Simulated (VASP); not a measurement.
Here is the system:

```
CSi
1.0
    1.54558    -2.67701     0.00000
    1.54558     2.67701     0.00000
    0.00000     0.00000     5.07586
Si C
2 2
Direct
  0.66667   0.33333   0.49958
  0.33333   0.66667   0.99958
  0.66667   0.33333   0.87542
  0.33333   0.66667   0.37542
```

Computed with PBE GGA, VASP's PBE PAW potentials (set 64) (plane waves; VASP). Settings: 520 eV cut-off, Gaussian smearing of 0.050 eV, potentials Si C.

Problem. Give the energies of bands 3 to 11 at the high-symmetry points, in eV from the valence-band maximum.

Solution. 
| band | Γ | M | K | A | L | H |
|---|---|---|---|---|---|---|
| 3 | -8.61 | -7.73 | -6.64 | -4.41 | -8.19 | -7.70 |
| 4 | -1.31 | -6.26 | -6.25 | -4.41 | -8.19 | -7.70 |
| 5 | -1.31 | -5.38 | -6.25 | -0.71 | -2.42 | -5.56 |
| 6 | -0.11 | -3.29 | -3.99 | -0.71 | -2.42 | -5.56 |
| 7 | 0.00 | -3.24 | -3.99 | -0.71 | -2.32 | -1.73 |
| 8 | 0.00 | -1.19 | -3.78 | -0.71 | -2.32 | -1.73 |
| 9 | 4.68 | 2.75 | 2.30 | 5.77 | 3.25 | 4.99 |
| 10 | 6.04 | 4.21 | 8.11 | 5.77 | 3.25 | 4.99 |
| 11 | 6.58 | 6.76 | 8.77 | 7.27 | 5.19 | 5.99 |

The gap is indirect, 2.30 eV, from the valence maximum at Γ to the conduction minimum at K.

Measured: gap 3.33 eV (computed value off by -1.03 eV), as given by Daiki Deguchi et al., Japanese Journal of Applied Physics (2016), arXiv:1512.06930.

The compound is SiC in the wurtzite structure, the rare 2H polytype. It was relaxed first.
